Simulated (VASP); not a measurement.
Here is the system:

```xyz
3
Lattice="1.9011 -3.2929 0.0000 1.9011 3.2929 0.0000 0.0000 0.0000 6.8133" Properties=species:S:1:pos:R:3 pbc="T T T"
Zr     0.0000     0.0000     0.0000
Se     1.9011     1.0976     1.5821
Se     1.9011    -1.0976     5.2312
```

The numbers are results of PBE GGA, VASP's PBE PAW potentials (set 64) (plane waves; VASP), not measurements. Run with 520 eV cut-off, 9×9×5 Γ-centred mesh, tetrahedra with Blöchl corrections, potentials Zr_sv Se.

Without a dispersion term in the relaxation, distances and binding between the weakly bound layers, chains or molecules are unreliable, and so is what depends on them.

Tabulate the total density of states (states/eV per cell) against energy (eV; zero at the valence-band maximum or, without a gap, the Fermi level).

```
E (eV)  DOS (states/eV)
------  ---------------
-9.90              0.00
-9.68              0.00
-9.47              0.00
-9.15              0.00
-8.93              0.00
-8.72              0.00
-8.50              0.00
-8.29              0.00
-8.07              0.00
-7.75              0.00
-7.54              0.00
-7.32              0.00
-7.11              0.00
-6.89              0.00
-6.68              0.00
-6.36              0.00
-6.14              0.00
-5.93              0.00
-5.71              0.00
-5.50              0.00
-5.28              0.00
-4.96              0.00
-4.75              0.00
-4.53              0.00
-4.32              1.10
-4.10              1.63
-3.89              2.76
-3.57              2.60
-3.35              5.88
-3.14              3.15
-2.92              1.16
-2.71              3.13
-2.49              7.13
-2.17              3.70
-1.96              1.57
-1.74              2.32
-1.53              3.51
-1.31              3.37
-1.10              3.07
-0.78              1.58
-0.56              1.01
-0.35              0.68
-0.13              0.16
0.08               0.00
0.30               0.00
0.62               0.83
0.83               1.50
1.05               2.35
1.26               2.90
1.48               1.78
1.69               1.37
2.01               2.19
2.23               2.90
2.44               4.42
2.66               3.86
2.87               2.87
3.09               0.00
3.41               0.01
3.62               0.82
3.84               3.14
```
Within 2 eV below the valence-band maximum the largest weight inside VASP's projection spheres is Se p.

The compound is ZrSe2 in the 1T layered structure. It was relaxed first, which changed the volume by +13 %.
